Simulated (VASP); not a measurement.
ZnCd3Se3S:

```xyz
8
Lattice="3.6654 0.0000 0.0000 0.0000 3.6654 0.0000 0.0000 0.0000 11.7518" Properties=species:S:1:pos:R:3 pbc="T T T"
Zn    0.0000    0.0000    0.0000
Cd    0.0000    0.0000    3.1860
Cd    1.8327    1.8327    5.8759
Cd    0.0000    0.0000    8.5658
Se    1.8327    1.8327    3.1515
Se    0.0000    0.0000    5.8759
Se    1.8327    1.8327    8.6002
S     1.8327    1.8327    0.0000
```

The cell was built by a generator and needn't be a form met in nature.

```yaml
Program: VASP 6.6.1
Task: relaxation of cell and atoms
Functional: PBE
Potentials_or_basis: VASP PAW PBE potentials, release 64 (Zn, Cd, Se, S)
Cutoff: 520 eV
k_mesh: 4 × 4 × 2
Occupations: gaussian, width 0.15 eV
Spin: no spin polarisation
```

At the start: pressure 17.1 GPa; volume 19.74 Å³/atom.

**Question.** How do energy, volume and symmetry change on relaxing?

**Answer.** Over 15 steps the energy falls by 219.7 meV/atom and the volume is 26.01 Å³/atom (+31.8 %); space group P4/mmm (No. 123, to 0.05 Å).

The path:
```csv
step,energy change (eV),largest force (eV/Å),pressure (GPa),volume (Å³)
1,0.0000,0.5400,17.11,157.88
2,-1.1387,0.3747,-4.39,211.02
3,-1.4865,0.1472,0.13,189.95
4,-1.4856,0.1365,0.47,189.27
5,-1.5056,0.1854,0.51,190.11
6,-1.5567,0.2818,0.44,192.57
7,-1.5942,0.2924,0.81,197.08
8,-1.6115,0.3032,0.16,200.38
9,-1.6182,0.3140,-0.49,203.95
10,-1.6373,0.2738,-0.43,203.81
11,-1.6872,0.2416,-0.09,203.38
12,-1.7379,0.0265,0.80,202.52
13,-1.7506,0.0226,-0.03,206.59
14,-1.7506,0.0203,0.02,206.73
15,-1.7574,0.0388,-0.11,208.11
```

Final structure:
```yaml
crystal:
  lattice:
    - [3.87045, 0.00000, 0.00000]
    - [0.00000, 3.87045, 0.00000]
    - [0.00000, 0.00000, 13.89210]
  atoms:
    - { symbol: Zn, position: [0.00000, 0.00000, 0.00000] }
    - { symbol: Cd, position: [0.00000, 0.00000, 0.29524] }
    - { symbol: Cd, position: [0.50000, 0.50000, 0.50000] }
    - { symbol: Cd, position: [0.00000, 0.00000, 0.70476] }
    - { symbol: Se, position: [0.50000, 0.50000, 0.28348] }
    - { symbol: Se, position: [0.00000, 0.00000, 0.50000] }
    - { symbol: Se, position: [0.50000, 0.50000, 0.71652] }
    - { symbol: S, position: [0.50000, 0.50000, 0.00000] }
```

Caveat: the k mesh is coarse (spacing up to 0.43 Å⁻¹), so the values aren't converged; the volume moved by over 15 % at a fixed basis, so the end points are rough.
